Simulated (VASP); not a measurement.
```xyz
1
Lattice="-1.4634 1.4634 1.4634 1.4634 -1.4634 1.4634 1.4634 1.4634 -1.4634" Properties=species:S:1:pos:R:3 pbc="T T T"
V      0.0000     0.0000     0.0000
```

Calculation: LDA (Ceperley-Alder, Perdew-Zunger), VASP's LDA PAW potentials (set 64) (plane waves; VASP). Settings: 520 eV cut-off, Gaussian smearing of 0.050 eV, potentials V_sv.

### Question
Give the energies of bands 5 to 9 at the high-symmetry points, in eV from the Fermi level.

### Answer

```
band      Γ      H      N      P
----  -----  -----  -----  -----
5     -6.65  -3.35  -3.42  -1.17
6      0.40  -3.35  -1.30  -1.17
7      0.40   4.09   2.03  -1.17
8      0.40   4.09   2.61   3.07
9      2.59   4.09   3.00   3.07
```

It has no gap at this level: it comes out as a metal or semimetal.

The compound is V in the bcc structure. It was relaxed first, which changed the volume by -10 %. The run is not spin-polarised, so no magnetic state was tried.
